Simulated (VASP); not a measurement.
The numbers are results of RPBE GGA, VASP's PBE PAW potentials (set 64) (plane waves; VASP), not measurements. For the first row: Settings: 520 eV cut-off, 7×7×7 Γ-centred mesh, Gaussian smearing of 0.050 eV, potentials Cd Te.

```csv
system,energy (eV/atom)
CdTe (zinc blende),-2.0962
Cd atom,-0.0116
Te atom,-0.8014
```

Atoms are spin-polarised in a large box without symmetry, with the spin fixed by Hund's rule, and may not be in the lowest state of each functional; no zero-point energy is added.  Spin-orbit coupling is left out, which shifts such energies by up to tenths of an eV for the heavy elements here.

Question: What is the cohesive energy per atom of CdTe?

Answer: The references average (1×(-0.0116) + 1×(-0.8014))/2 = -0.4065 eV, so the cohesive energy is -0.4065 − (-2.0962) = 1.690 eV/atom.
